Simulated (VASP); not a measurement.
An input for Quantum ESPRESSO's pw.x (written as the equivalent of a VASP run, and not itself run):

```
&CONTROL
  calculation = 'scf'
  pseudo_dir = './pseudo'
  outdir = './out'
  tprnfor = .true.
  tstress = .true.
/
&SYSTEM
  ibrav = 0
  nat = 2
  ntyp = 2
  ecutwfc = 70
  occupations = 'smearing'
  smearing = 'fermi-dirac'
  degauss = 0.000735
  input_dft = 'pbe'
/
&ELECTRONS
  conv_thr = 7.3e-08
  electron_maxstep = 100
/
ATOMIC_SPECIES
  In 114.818 In.upf
  P 30.974 P.upf
CELL_PARAMETERS angstrom
     0.0000000    3.0107190    3.0107190
     3.0107190    0.0000000    3.0107190
     3.0107190    3.0107190    0.0000000
ATOMIC_POSITIONS crystal
  In   0.0000000  0.0000000  0.0000000
  P    0.2500000  0.2500000  0.2500000
K_POINTS automatic
  5 5 5 0 0 0
```

Problem. Write the VASP files for the same calculation (PBE).

Solution. This is not unique; one that fits is 
### KPOINTS
```
K-points
0
G
 5 5 5
```

### INCAR
```
ENCUT = 300
SYSTEM = InP
SIGMA = 0.01
NELM = 100
ISMEAR = -1
LASPH = .TRUE.   # aspherical one-centre terms
LCHARG = .FALSE.
ISIF = 2   # forces and stress, cell fixed
LREAL = .FALSE.
EDIFF = 1E-6   # SCF stop (eV)
PREC = Accurate
ALGO = Normal   # blocked Davidson
GGA = PE   # PBE
LMAXMIX = 4   # l cut-off of mixed one-centre charges
LWAVE = .FALSE.
```

File POSCAR:
```
InP
6.0214380
  0.0000000000   0.5000000000   0.5000000000
  0.5000000000   0.0000000000   0.5000000000
  0.5000000000   0.5000000000   0.0000000000
In P
1 1
Direct
  0.0000000000   0.0000000000   0.0000000000
  0.2500000000   0.2500000000   0.2500000000
```

POTCAR, in this order: In_d P (PBE.64 set). Program: vasp_std.

What does not carry over: the potentials are each code's own (VASP's PAW set, PseudoDojo norm-conserving files in pw.x), so ENCUT and ecutwfc are chosen apart and not converted; conv_thr bounds pw.x's estimated SCF error, while EDIFF bounds the energy change between steps.

The structure comes from a computed database's InP entry; how it stands against other phases isn't given here. The cell was not relaxed at this level.
